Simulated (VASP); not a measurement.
Consider the following.

```
AsB
1.0
    0.00000     2.33369     2.33369
    2.33369     0.00000     2.33369
    2.33369     2.33369     0.00000
B As
1 1
Direct
  0.00000   0.00000   0.00000
  0.25000   0.25000   0.25000
```

The numbers are results of HSE06 screened hybrid, VASP's PBE PAW potentials (set 64) (plane waves; VASP), not measurements. Settings: 520 eV cut-off, 8×8×8 Γ-centred mesh, Gaussian smearing of 0.050 eV, potentials B As.

Give the stress tensor in GPa (positive for a compressed cell).

```
10.98   0.00   0.00
 0.00  10.98   0.00
 0.00   0.00  10.98
```
The pressure is its mean diagonal, 10.98 GPa.

The compound is BAs in the zinc blende structure. This cell is one point of a volume scan, at 0.91 of the reference volume. The cell's shape comes from a PBE relaxation.
